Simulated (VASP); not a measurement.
Method: PBE GGA, VASP's PBE PAW potentials (set 64) (plane waves; VASP).

Input for VASP

**POSCAR**
```
Te
4.5491990
  0.5000001099  -0.8660254256   0.0000000000
  0.5000001099   0.8660254256   0.0000000000
  0.0000000000   0.0000000000   1.3295967048
Te
3
Cart
  0.1315000289   0.2277646869   0.8863982464
  0.7370001620  -0.0000000000   0.0000000000
  0.1315000289  -0.2277646869   0.4431984584
```

### INCAR
```
# general
SYSTEM  = Te
PREC    = Accurate
ENCUT   = 400
LREAL   = .FALSE.
LASPH   = .TRUE.

# electronic loop
EDIFF   = 1E-6
NELM    = 100
ALGO    = Normal
LMAXMIX = 4

# smearing
ISMEAR  = 0
SIGMA   = 0.05

# functional
GGA     = PE

# ions
ISIF    = 2

# output
LWAVE   = .FALSE.
LCHARG  = .FALSE.
```

KPOINTS:
```
Automatic mesh
0
Monkhorst-Pack
4 4 3
0 0 0
```

POTCAR, in this order: Te (PBE.64 set). Program: vasp_std.

Problem. What will the output report for the number of irreducible k-points (NKPTS), number of bands (NBANDS), largest plane-wave count, number of space-group operations, FFT grid (NGX, NGY, NGZ)?

Solution. 
```
Item                                           Value
--------------------------------------  ------------
number of irreducible k-points (NKPTS)            16
number of bands (NBANDS)                          13
largest plane-wave count                        1985
number of space-group operations                   6
FFT grid (NGX, NGY, NGZ)                30 × 30 × 40
```

The compound is Te in the trig structure. The cell was not relaxed at this level. The run is one of a series of settings (KPOINTS 4×4×3 Monkhorst-Pack mesh against the base run), some of them coarse on purpose.
